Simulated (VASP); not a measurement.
Set up this calculation in VASP 6.6.1, as the native input.

```
Task                   : relaxation of cell and atoms
Functional             : PBE
Dispersion             : D3(BJ)
Potentials or basis    : VASP PAW PBE potentials, release 64 (C)
Cutoff                 : 600 eV
k mesh                 : 15 × 15 × 1
Occupations            : gaussian, width 0.03 eV
Spin                   : no spin polarisation
Further INCAR settings : ALGO = Normal; EDIFF = 1e-07; IBRION = 2; EDIFFG = -0.005; NSW = 90; ISIF = 3
```

The structure of C lies in POSCAR:

```
C                                       
1.0
    2.4655622370      0.0000000000      0.0000000000
   -1.2327811185      2.1352395322      0.0000000000
    0.0000000000      0.0000000000     25.8030730000
  C             
     6
Direct
     1.0000000000000000    0.0000000000000000    0.3696985794965847
     0.6666666699999979    0.3333333400000029    0.3696672736680500
     1.0000000000000000    0.0000000000000000    0.5000000000000000
     0.3333333300000021    0.6666666599999971    0.5000000000000000
     0.0000000000000000    1.0000000000000000    0.6303014205034153
     0.6666666699999979    0.3333333400000029    0.6303327263319497
```

The slab is cut from a database's or a generator's crystal, which needn't be the stable form of the element.

The input as run:

INCAR

```
  PREC = Accurate
  ENCUT = 600
  EDIFF = 1E-7
  ISMEAR = 0
  SIGMA = 0.03
  LREAL = False
  LASPH = True
  NELM = 80
  ALGO = Normal
  ISIF = 3
  LWAVE = False
  LCHARG = False
  GGA = PE
  IVDW = 12
  IBRION = 2
  NSW = 90
  EDIFFG = -0.005
  LATTICE_CONSTRAINTS = .TRUE. .TRUE. .FALSE.
  KPAR = 8
```

KPOINTS

```
Automatic mesh
0
Gamma
  15 15 1
```

Potentials or basis: VASP PAW PBE potentials, release 64 (C).

Run with:

```console
$ cat potpaw_PBE.64/C/POTCAR > POTCAR
$ mpirun -np 8 vasp_std > vasp.out
```

Results of the run:

```
Energy gained by relaxing  : 0.0 meV/atom
Ionic steps                : 15
Band gap on the k mesh     : 0.00 eV, direct
Dispersion energy per atom : -0.130 eV
```

Wall time 3.2 min on 8 MPI ranks on Intel(R) Xeon(R) Platinum 8259CL CPU @ 2.50GHz (Skylake/Cascade Lake), with other jobs on the host, peak memory 0.35 GiB a rank.
